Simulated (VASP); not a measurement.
A VASP calculation is set up with these files.

**INCAR**
```
LWAVE = F
ALGO = Normal
NELM = 100   # most electronic steps
PREC = Accurate
NSW = 60   # most ionic steps
LREAL = F
EDIFF = 1E-6   # SCF stop (eV)
ISMEAR = 1
LASPH = T
LCHARG = F
EDIFFG = -0.02
GGA = PS   # PBEsol
IBRION = 2   # conjugate gradients
ENCUT = 400
LMAXMIX = 6   # l cut-off of mixed one-centre charges
SIGMA = 0.1   # width (eV)
SYSTEM = TaSe2
ISIF = 3
```

POSCAR:
```
TaSe2
1.0
  1.7061443897   0.9850426281   6.4286209430
 -1.7061443897   0.9850426281   6.4286209430
  0.0000000000  -1.9700861978   6.4286209384
Ta Se
1 2
Cartesian
  0.0000000000   0.0000000000   0.0000000000
 -0.0000000000  -0.0000002320   4.7509413191
  0.0000000000  -0.0000007096  14.5349215053
```

KPOINTS:
```
Automatic mesh
0
Gamma
9 9 9
0 0 0
```

POTCAR, in this order: Ta_pv Se (PBE.64 set). Program: vasp_std.

Question: Translate this PBEsol calculation to Quantum ESPRESSO's pw.x.

Answer: One equivalent input (not run):
```
&CONTROL
  calculation = 'vc-relax'
  pseudo_dir = './pseudo'
  outdir = './out'
  tprnfor = .true.
  tstress = .true.
  nstep = 60
  forc_conv_thr = 0.00078
/
&SYSTEM
  ibrav = 0
  nat = 3
  ntyp = 2
  ecutwfc = 86
  occupations = 'smearing'
  smearing = 'methfessel-paxton'
  degauss = 0.00735
  input_dft = 'pbesol'
/
&ELECTRONS
  conv_thr = 7.3e-08
  electron_maxstep = 100
/
&IONS
/
&CELL
/
ATOMIC_SPECIES
  Ta 180.948 Ta.upf
  Se 78.971 Se.upf
CELL_PARAMETERS angstrom
     1.7061444    0.9850426    6.4286209
    -1.7061444    0.9850426    6.4286209
     0.0000000   -1.9700862    6.4286209
ATOMIC_POSITIONS crystal
  Ta   0.0000000  0.0000000  0.0000000
  Se   0.2463432  0.2463432  0.2463432
  Se   0.7536568  0.7536568  0.7536568
K_POINTS automatic
  9 9 9 0 0 0
```
What does not carry over: the potentials are each code's own (VASP's PAW set, PseudoDojo norm-conserving files in pw.x), so ENCUT and ecutwfc are chosen apart and not converted; conv_thr bounds pw.x's estimated SCF error, while EDIFF bounds the energy change between steps; forc_conv_thr acts on force components and is met together with etot_conv_thr.

The structure comes from a computed database's TaSe2 entry (R-3m); how it stands against other phases isn't given here. This run relaxes it. Symmetry was kept, so distortions that lower it aren't found. The start is the result of an earlier pass.
